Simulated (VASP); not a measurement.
Write the native input for VASP 6.6.1 that does the following.

```
Task                   : single point
Functional             : PBEsol
Potentials or basis    : VASP PAW PBE potentials, release 64 (Sn_d, Te)
Cutoff                 : 520 eV
k mesh                 : 12 × 12 × 12
Occupations            : gaussian, width 0.5 eV
Spin                   : no spin polarisation
Further INCAR settings : ALGO = Normal; EDIFF = 1e-06; NBANDS = 17
```

The structure of SnTe lies in POSCAR:

```
SnTe
1.0
    0.0000000000      3.1449300000      3.1449300000
    3.1449300000      0.0000000000      3.1449300000
    3.1449300000      3.1449300000      0.0000000000
Sn Te
1 1
Direct
    0.0000000000      0.0000000000      0.0000000000
    0.5000000000      0.5000000000      0.5000000000
```

The cell is a database's computed one.

The input as run:

INCAR

```
PREC = Accurate
ENCUT = 520
EDIFF = 1E-6
ISMEAR = 0
SIGMA = 0.5
LREAL = F
LASPH = T
NELM = 100
ALGO = Normal
ISIF = 2
LWAVE = F
LCHARG = T
GGA = PS
LELF = T
LVHAR = T
NBANDS = 17
```

KPOINTS

```
Automatic mesh
0
Gamma
  12 12 12
```

Potentials or basis: VASP PAW PBE potentials, release 64 (Sn_d, Te).

Command:

```console
$ cat potpaw_PBE.64/Sn_d/POTCAR potpaw_PBE.64/Te/POTCAR > POTCAR
$ mpirun -np 1 vasp_std > vasp.out
```

It gave:

- Pressure: -0.1 GPa
- Band gap on the k mesh: 0.16 eV, direct

Caveat: the PAW data sets were made with another functional, which shifts forces and pressure a little; spin-orbit coupling is left out, which moves the levels of the heavy elements.

Run time: 38 s on 1 thread of AMD EPYC 9R45 96-Core Processor (Zen 5), on a shared host, peak memory 0.22 GiB.
